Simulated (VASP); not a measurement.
Method: PBEsol GGA, VASP's PBE PAW potentials (set 64) (plane waves; VASP).

The input files of a VASP run:

### POSCAR
```
ScGa3
4.0001250
  1.0000000000   0.0000000000   0.0000000000
  0.0000000000   1.0000000000   0.0000000000
  0.0000000000   0.0000000000   1.0000000000
Sc Ga
1 3
Cartesian
  0.0000000000   0.0000000000   0.0000000000
  0.5000000000   0.5000000000   0.0000000000
  0.0000000000   0.5000000000   0.5000000000
  0.5000000000   0.0000000000   0.5000000000
```

**KPOINTS**
```
Automatic mesh
0
G
 11 11 11
```

### INCAR
```
! general
SYSTEM   =  ScGa3
PREC     =  Accurate
ENCUT    =  300   ! plane-wave cut-off (eV)
LREAL    =  F   ! projection in real space or not
LASPH    =  T

! electronic loop
EDIFF    =  1E-6   ! SCF stop (eV)
NELM     =  100   ! most electronic steps
ALGO     =  Normal   ! blocked Davidson
LMAXMIX  =  4   ! l cut-off of mixed one-centre charges

! smearing
ISMEAR   =  -1   ! Fermi-Dirac
SIGMA    =  0.136   ! width (eV)

! functional
GGA      =  PS   ! PBEsol

! ions
ISIF     =  2   ! forces and stress, cell fixed

! output
LWAVE    =  F
LCHARG   =  F
```

POTCAR, in this order: Sc_sv Ga_d (PBE.64 set). Program: vasp_std.

Output of the run:

OSZICAR:
```
       N       E                     dE             d eps       ncg     rms          rms(c)
DAV:   1     0.325372211733E+03    0.32537E+03   -0.17356E+04  3452   0.215E+03
DAV:   2     0.148374035244E+02   -0.31053E+03   -0.30551E+03  3372   0.523E+02
DAV:   3    -0.189154322371E+02   -0.33753E+02   -0.32975E+02  4150   0.151E+02
DAV:   4    -0.199634507410E+02   -0.10480E+01   -0.10377E+01  4330   0.278E+01
DAV:   5    -0.199962850628E+02   -0.32834E-01   -0.32794E-01  4400   0.498E+00    0.945E+00
DAV:   6    -0.189869405596E+02    0.10093E+01   -0.35718E+00  4542   0.164E+01    0.328E+00
DAV:   7    -0.189074741122E+02    0.79466E-01   -0.17483E-01  3906   0.421E+00    0.172E+00
DAV:   8    -0.188831039357E+02    0.24370E-01   -0.52038E-02  4452   0.164E+00    0.199E-01
DAV:   9    -0.188824171155E+02    0.68682E-03   -0.66758E-03  3740   0.984E-01    0.650E-02
DAV:  10    -0.188823703082E+02    0.46807E-04   -0.58073E-04  4580   0.276E-01    0.328E-02
DAV:  11    -0.188823579554E+02    0.12353E-04   -0.17553E-04  3942   0.164E-01    0.979E-03
DAV:  12    -0.188823581412E+02   -0.18579E-06   -0.16479E-05  4268   0.396E-02    0.334E-03
DAV:  13    -0.188823580199E+02    0.12137E-06   -0.22262E-06  2990   0.149E-02
   1 F= -.18882358E+02 E0= -.18840204E+02  d E =-.843083E-01
```

### OUTCAR
```
------------------------ aborting loop because EDIFF is reached ----------------------------------------
  FORCE on cell =-STRESS in cart. coord.  units (eV):
  Direction    XX          YY          ZZ          XY          YZ          ZX
  --------------------------------------------------------------------------------------
  Total        1.2817048      1.2817048      1.2817048     -0.0000000      0.0000000     -0.0000000
  in kB       32.0832166     32.0832166     32.0832166     -0.0000000      0.0000000     -0.0000000
  external PRESSURE =      32.0832166 kB  Pullay stress =       0.0000000 kB
  volume of cell :       64.01
      direct lattice vectors                 reciprocal lattice vectors
     4.000125000  0.000000000  0.000000000     0.249992188  0.000000000  0.000000000
     0.000000000  4.000125000  0.000000000     0.000000000  0.249992188  0.000000000
     0.000000000  0.000000000  4.000125000     0.000000000  0.000000000  0.249992188
 POSITION                                       TOTAL-FORCE (eV/Angst)
 -----------------------------------------------------------------------------------
      0.00000      0.00000      0.00000         0.000000      0.000000      0.000000
      2.00006      2.00006      0.00000         0.000000      0.000000      0.000000
      0.00000      2.00006      2.00006         0.000000      0.000000      0.000000
      2.00006      0.00000      2.00006         0.000000      0.000000      0.000000
 -----------------------------------------------------------------------------------
    total drift:                                0.000000     -0.000000     -0.000000
  FREE ENERGIE OF THE ION-ELECTRON SYSTEM (eV)
  ---------------------------------------------------
  free  energy   TOTEN  =       -18.8823580199 eV

  energy  without entropy=      -18.7980497082  energy(sigma->0) =      -18.84020386
```
(Selected blocks of OUTCAR.)

At this cut-off the stress carries a Pulay error, which pulls relaxed volumes low.

The structure comes from a computed database's ScGa3 entry; how it stands against other phases isn't given here. The cell was not relaxed at this level, and its volume differs by -5.9 % from the start's.
